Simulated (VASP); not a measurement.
VASP input:

File POSCAR:
```
LiF
1
    0.0000000000     2.0150000000     2.0150000000
    2.0150000000     0.0000000000     2.0150000000
    2.0150000000     2.0150000000     0.0000000000
Li F
1 1
Direct
  0.0000000000   0.0000000000   0.0000000000
  0.5000000000   0.5000000000   0.5000000000
```

File KPOINTS:
```
Automatic mesh
0
Gamma
10 10 10
0 0 0
```

**INCAR**
```
ENCUT = 520   ! plane-wave cut-off (eV)
ALGO = Normal   ! blocked Davidson
PARAM1 = 0.1234
LASPH = .TRUE.   ! aspherical one-centre terms
EDIFFG = -0.01   ! ionic stop
NELM = 100   ! most electronic steps
SIGMA = 0.05   ! width (eV)
PREC = Accurate
IBRION = 2
EDIFF = 1E-6   ! SCF stop (eV)
LREAL = .FALSE.
PARAM2 = 1.0
LWAVE = .FALSE.
GGA = MK
AGGAC = 0.0
ISMEAR = 0
LUSE_VDW = .TRUE.
NSW = 60   ! most ionic steps
ISIF = 3   ! ions, shape and volume
LCHARG = .FALSE.
SYSTEM = LiF
```

POTCAR, in this order: Li_sv F (PBE.64 set). Program: vasp_std.

Question: Translate this optB86b-vdW calculation to Quantum ESPRESSO's pw.x.

Answer: One equivalent input (not run):
```
&CONTROL
  calculation = 'vc-relax'
  pseudo_dir = './pseudo'
  outdir = './out'
  tprnfor = .true.
  tstress = .true.
  nstep = 60
  forc_conv_thr = 0.00039
/
&SYSTEM
  ibrav = 0
  nat = 2
  ntyp = 2
  ecutwfc = 84
  occupations = 'smearing'
  smearing = 'gaussian'
  degauss = 0.003675
  input_dft = 'vdw-df-ob86'
/
&ELECTRONS
  conv_thr = 7.3e-08
  electron_maxstep = 100
/
&IONS
/
&CELL
/
ATOMIC_SPECIES
  Li 6.940 Li.upf
  F 18.998 F.upf
CELL_PARAMETERS angstrom
     0.0000000    2.0150000    2.0150000
     2.0150000    0.0000000    2.0150000
     2.0150000    2.0150000    0.0000000
ATOMIC_POSITIONS crystal
  Li   0.0000000  0.0000000  0.0000000
  F    0.5000000  0.5000000  0.5000000
K_POINTS automatic
  10 10 10 0 0 0
```
What does not carry over: the potentials are each code's own (VASP's PAW set, PseudoDojo norm-conserving files in pw.x), so ENCUT and ecutwfc are chosen apart and not converted; conv_thr bounds pw.x's estimated SCF error, while EDIFF bounds the energy change between steps; forc_conv_thr acts on force components and is met together with etot_conv_thr.

The compound is LiF in the rock salt structure. This run relaxes it. Symmetry was kept, so distortions that lower it aren't found.
